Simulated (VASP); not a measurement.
Output of a VASP run:

OUTCAR:
```
 ion  position               nearest neighbor table
   1  0.000  0.000  0.000-   2 2.77   2 2.77   2 2.77   2 2.77   2 2.77   2 2.77
   2  0.667  0.333  0.500-   1 2.77   1 2.77   1 2.77   1 2.77   1 2.77   1 2.77
  LATTYP: Found a hexagonal cell.
 ALAT       =     3.6665170000
 C/A-ratio  =     0.9759504729
 Subroutine PRICEL returns:
 Original cell was already a primitive cell.
 Subroutine GETGRP returns: Found 12 space group operations
The static configuration has the point symmetry D_3h.
The dynamic configuration has the point symmetry D_3h.
 Subroutine INISYM returns: Found 12 space group operations
 Subroutine IBZKPT returns following result:
 Found     15 irreducible k-points:

 Following reciprocal coordinates:
            Coordinates               Weight
  0.000000  0.000000  0.000000      1.000000
  0.200000 -0.000000  0.000000      6.000000
  0.400000 -0.000000  0.000000      6.000000
  0.200000  0.200000  0.000000      6.000000
  0.400000  0.200000  0.000000      6.000000
  0.000000  0.000000  0.200000      2.000000
  0.200000 -0.000000  0.200000     12.000000
  0.400000 -0.000000  0.200000     12.000000
  0.200000  0.200000  0.200000     12.000000
  0.400000  0.200000  0.200000     12.000000
  0.000000  0.000000  0.400000      2.000000
  0.200000 -0.000000  0.400000     12.000000
  0.400000 -0.000000  0.400000     12.000000
  0.200000  0.200000  0.400000     12.000000
  0.400000  0.200000  0.400000     12.000000
   k-points           NKPTS =     15   k-points in BZ     NKDIM =     15   number of bands    NBANDS=     14
   number of dos      NEDOS =    301   number of ions     NIONS =      2
   total plane-waves  NPLWV =  11520
   dimension x,y,z NGX =    24 NGY =   24 NGZ =   20
   dimension x,y,z NGXF=    48 NGYF=   48 NGZF=   40
   ions per type =               1   1
   PREC   = accura    normal or accurate (medium, high low for compatibility)
   ISTART =      0    job   : 0-new  1-cont  2-samecut
   ICHARG =      2    charge: 1-file 2-atom 10-const
   ISPIN  =      1    spin polarized calculation?
   LNONCOLLINEAR =      F non collinear calculations
   LSORBIT =      F    spin-orbit coupling
   INIWAV =      1    electr: 0-lowe 1-rand  2-diag
   ENCUT  =  300.0 eV  22.05 Ry    4.70 a.u.   5.18  5.18  5.05*2*pi/ulx,y,z
   NELM   =    100;   NELMIN=  2; NELMDL= -5     # of ELM steps
   EDIFF  = 0.1E-05   stopping-criterion for ELM
   LREAL  =      F    real-space projection
   NLSPLINE    = F    spline interpolate recip. space projectors
   LMAXMIX     =    4 max onsite mixed and CHGCAR
   VOSKOWN=      0    Vosko Wilk Nusair interpolation
   EDIFFG = 0.1E-04   stopping-criterion for IOM
   NSW    =      0    number of steps for IOM
   NBLOCK =      1;   KBLOCK =      1    inner block; outer block
   IBRION =     -1    ionic relax: 0-MD 1-quasi-New 2-CG
   NFREE  =      0    steps in history (QN), initial steepest desc. (CG)
   ISIF   =      2    stress and relaxation
   ISYM   =      2    0-nonsym 1-usesym 2-fastsym
   TEIN   =    0.0    initial temperature
   TEBEG  =    0.0;   TEEND  =   0.0 temperature during run
   SMASS  =  -3.00    Nose mass-parameter (am)
   PSTRESS=    0.0 pullay stress
   NELECT =      20.0000    total number of electrons
   EFERMI =   0.00;   METHOD = LEGACY
   ISMEAR =     0;   SIGMA  =   0.10  broadening in eV -4-tet -1-fermi 0-gaus
   IALGO  =     38    algorithm
   LDIAG  =      T    sub-space diagonalisation (order eigenvalues)
   IMIX   =      4    mixing-type and parameters
     AMIX     =   0.40;   BMIX     =  1.00
     AMIX_MAG =   1.60;   BMIX_MAG =  1.00
     AMIN     =   0.10
   GGA     = PE    functional components
   VOSKOWN =     0    Vosko Wilk Nusair interpolation
   LHFCALC =     F    Hartree Fock is set to
   LHFONE  =     F    Hartree Fock one center treatment
   AEXX    =    0.0000 exact exchange contribution
   IVDW    =     0    specifies the selected vdW correction
   LEPSILON=     F    determine dielectric tensor
   LRPA    =     F    only Hartree local field effects (RPA)
...
```

OSZICAR:
```
       N       E                     dE             d eps       ncg     rms          rms(c)
DAV:   1     0.716265604263E+02    0.71627E+02   -0.86842E+03   524   0.861E+02
DAV:   2    -0.101016137130E+02   -0.81728E+02   -0.80081E+02   510   0.238E+02
DAV:   3    -0.116203791491E+02   -0.15188E+01   -0.15120E+01   486   0.339E+01
DAV:   4    -0.116406348266E+02   -0.20256E-01   -0.20252E-01   552   0.353E+00
DAV:   5    -0.116410196276E+02   -0.38480E-03   -0.38480E-03   506   0.394E-01    0.919E+00
DAV:   6    -0.115350613406E+02    0.10596E+00   -0.20084E-01   450   0.456E+00    0.498E+00
DAV:   7    -0.115122718100E+02    0.22790E-01   -0.10444E-01   456   0.216E+00    0.197E+00
DAV:   8    -0.115016217755E+02    0.10650E-01   -0.50932E-02   456   0.236E+00    0.710E-01
DAV:   9    -0.115013275027E+02    0.29427E-03   -0.17305E-03   462   0.345E-01    0.289E-01
DAV:  10    -0.115012527431E+02    0.74760E-04   -0.42731E-04   468   0.209E-01    0.677E-02
DAV:  11    -0.115012530747E+02   -0.33161E-06   -0.11269E-05   462   0.317E-02    0.963E-03
DAV:  12    -0.115012530132E+02    0.61532E-07   -0.90917E-07   336   0.869E-03
   1 F= -.11501253E+02 E0= -.11492087E+02  d E =-.183322E-01
```

### OUTCAR
```
------------------------ aborting loop because EDIFF is reached ----------------------------------------
  FORCE on cell =-STRESS in cart. coord.  units (eV):
  Direction    XX          YY          ZZ          XY          YZ          ZX
  --------------------------------------------------------------------------------------
  Total       -1.1863198     -1.1863199     -2.0034096      0.0000002     -0.0000000      0.0000000
  in kB      -45.6239455    -45.6239493    -77.0478968      0.0000072     -0.0000000      0.0000000
  external PRESSURE =     -56.0985972 kB  Pullay stress =       0.0000000 kB
  volume of cell :       41.66
      direct lattice vectors                 reciprocal lattice vectors
     3.666517000  0.000000000  0.000000000     0.272738405  0.157465628  0.000000000
    -1.833259000  3.175297000  0.000000000     0.000000000  0.314931170  0.000000000
     0.000000000  0.000000000  3.578339000     0.000000000  0.000000000  0.279459269
 POSITION                                       TOTAL-FORCE (eV/Angst)
 -----------------------------------------------------------------------------------
      0.00000      0.00000      0.00000        -0.000000      0.000000      0.000000
      1.83326      1.05843      1.78917         0.000000     -0.000000      0.000000
 -----------------------------------------------------------------------------------
    total drift:                               -0.000375      0.000207      0.000000
  FREE ENERGIE OF THE ION-ELECTRON SYSTEM (eV)
  ---------------------------------------------------
  free  energy   TOTEN  =       -11.5012530132 eV

  energy  without entropy=      -11.4829208321  energy(sigma->0) =      -11.49208692
```
(Selected blocks of OUTCAR.)

File POSCAR:
```
TeRu
1
    3.6665170000     0.0000000000     0.0000000000
   -1.8332590000     3.1752970000     0.0000000000
    0.0000000000     0.0000000000     3.5783390000
Ru Te
1 1
Direct
  0.0000000000   0.0000000000   0.0000000000
  0.6666670000   0.3333330000   0.5000000000
```

Question: Reconstruct the remaining input files.

Answer: This is not unique; one that fits is the input of the run itself, PBE GGA, plane waves, VASP's PBE PAW potentials (set 64).

INCAR:
```
! general
SYSTEM =TeRu
PREC   =Accurate
ENCUT  =300   ! plane-wave cut-off (eV)
LREAL  =.FALSE.   ! projection in real space or not
LASPH  =.TRUE.

! electronic loop
EDIFF  =1E-6   ! SCF stop (eV)
NELM   =100
ALGO   =Normal   ! blocked Davidson
LMAXMIX=4   ! l cut-off of mixed one-centre charges

! smearing
ISMEAR =0   ! Gaussian
SIGMA  =0.1   ! width (eV)

! functional
GGA    =PE   ! PBE

! ions
ISIF   =2   ! forces and stress, cell fixed

! output
LWAVE  =.FALSE.
LCHARG =.FALSE.
```

### KPOINTS
```
Automatic mesh
0
Gamma
5 5 5
0 0 0
```

POTCAR, in this order: Ru_pv Te (PBE.64 set). Program: vasp_std.

At this cut-off the stress carries a Pulay error, which pulls relaxed volumes low.

The structure was generated: TeRu was put into an ordered model structure, which need not be its known phase. The cell was not relaxed at this level. The k-mesh is coarse (spacing up to 0.40 per Å, 2π included), so the numbers may not be converged in it.
